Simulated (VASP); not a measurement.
Here is the system:

```yaml
crystal:
  lattice:
    - [4.68734, 0.00000, 0.00000]
    - [-2.34367, 4.05935, 0.00000]
    - [0.00000, 0.00000, 10.35266]
  atoms:
    - { symbol: Hg, position: [0.68765, 0.68765, 0.00000] }
    - { symbol: Hg, position: [0.31235, 0.00000, 0.66667] }
    - { symbol: Hg, position: [0.00000, 0.31235, 0.33333] }
    - { symbol: Te, position: [0.51204, 0.51204, 0.50000] }
    - { symbol: Te, position: [0.48796, 0.00000, 0.16667] }
    - { symbol: Te, position: [0.00000, 0.48796, 0.83333] }
```

Computed with r2SCAN meta-GGA, VASP's PBE PAW potentials (set 64) (plane waves; VASP). Settings: 400 eV cut-off, 6×6×3 Γ-centred mesh, tetrahedra with Blöchl corrections, potentials Hg Te.

Unless said otherwise, spin-orbit coupling is left out, though it shifts the bands of the heavy elements here.

Task: Give the energies of bands 18 to 31 at the high-symmetry points, in eV from the valence-band maximum.

Result: 
```csv
band,Γ,M,K,A,L,H
18,-6.71,-6.24,-6.36,-6.70,-6.54,-6.58
19,-4.49,-5.03,-4.65,-4.96,-5.19,-4.88
20,-4.49,-4.93,-4.65,-3.11,-4.66,-4.55
21,-1.74,-3.64,-4.62,-3.11,-3.94,-4.55
22,-1.71,-3.35,-3.39,-1.33,-2.91,-2.64
23,-1.28,-2.33,-2.67,-1.31,-2.28,-2.64
24,-1.28,-2.03,-2.67,-1.31,-2.05,-2.22
25,-0.19,-1.30,-1.33,-0.28,-1.93,-2.22
26,-0.19,-1.04,-0.94,-0.28,-1.03,-2.00
27,-0.16,-0.86,-0.94,0.00,-0.73,-0.86
28,0.90,1.07,1.23,1.77,1.33,2.03
29,2.50,1.92,1.90,1.77,1.87,2.50
30,2.50,2.09,1.90,2.50,2.74,2.50
31,3.42,2.92,5.21,2.89,2.95,4.33
```

The gap is indirect, 0.90 eV, from the valence maximum at A to the conduction minimum at Γ.

The structure comes from a computed database's HgTe entry (P3_221); how it stands against other phases isn't given here. It was relaxed first.
